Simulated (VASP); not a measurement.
## AlRu: relaxation of cell and atoms with PBE+D3(BJ)

The system is AlRu.

```
Ru Al
1.0
     2.97000    0.00000    0.00000
     0.00000    2.97000    0.00000
     0.00000    0.00000    2.97000
Ru Al
1 1
Direct
  0.00000 0.00000 0.00000
  0.50000 0.50000 0.50000
```

The cell was built by a generator and needn't be a form met in nature.

```json
{
 "Program": "VASP 6.6.1",
 "Task": "relaxation of cell and atoms",
 "Functional": "PBE",
 "Dispersion": "D3(BJ)",
 "Potentials or basis": "VASP PAW PBE potentials, release 64 (Ru_pv, Al)",
 "Cutoff": "600 eV",
 "k mesh": "14 × 14 × 14",
 "Occupations": "methfessel-paxton, width 0.1 eV",
 "Spin": "no spin polarisation",
 "Further INCAR settings": "ALGO = Normal; EDIFF = 1e-06; IBRION = 2; EDIFFG = -0.005; NSW = 40; ISIF = 3"
}
```

The relaxed volume is 13.14 Å³/atom, the relaxed cell is a = 2.973 Å, b = 2.973 Å, c = 2.973 Å, α = 90.00°, β = 90.00°, γ = 90.00° and the space group after relaxing (to 0.05 Å) is Pm-3m (No. 221). The energy gained by relaxing is 0.1 meV/atom, the ionic steps are 3 and the pressure after relaxing is 0.0 GPa. The band gap on the k mesh is none (metal or under the smearing width). The dispersion energy per atom is -0.525 eV.

The path:
| step | energy change (eV) | largest force (eV/Å) | pressure (GPa) | volume (Å³) |
| --- | --- | --- | --- | --- |
| 1 | 0.0000 | 0.0000 | 0.69 | 26.20 |
| 2 | 0.0003 | 0.0000 | -1.03 | 26.41 |
| 3 | -0.0002 | 0.0000 | 0.04 | 26.27 |

Final structure:
```
CELL_PARAMETERS angstrom
2.97288 0.00000 0.00000
0.00000 2.97288 0.00000
0.00000 0.00000 2.97288
ATOMIC_POSITIONS crystal
Ru 0.00000 0.00000 0.00000
Al 0.50000 0.50000 0.50000
```

Levels at points of the mesh, in eV from the Fermi level:
| k point | band 5 | band 6 | band 7 | band 8 | band 9 | band 10 | band 11 | band 12 |
| --- | --- | --- | --- | --- | --- | --- | --- | --- |
| (0.00, 0.00, 0.00) | -3.66 | -3.66 | 0.19 | 0.19 | 0.19 | 6.18 | 6.18 | 6.18 |
| (0.50, 0.00, 0.00) | -5.51 | -2.83 | -1.63 | -1.63 | 0.46 | 2.37 | 7.45 | 11.14 |
| (0.50, 0.50, 0.00) | -3.13 | -1.37 | -1.37 | -1.19 | -1.19 | 1.59 | 5.45 | 6.44 |
| (0.50, 0.50, 0.50) | -4.73 | -4.73 | 1.69 | 1.69 | 2.70 | 4.19 | 4.19 | 4.19 |

Run time: 18 s on 1 thread of Intel(R) Xeon(R) 6975P-C (Granite Rapids) (shared host), peak memory 0.19 GiB.

Caveat: pairwise dispersion overbinds metals, which lowers pressure and volume.
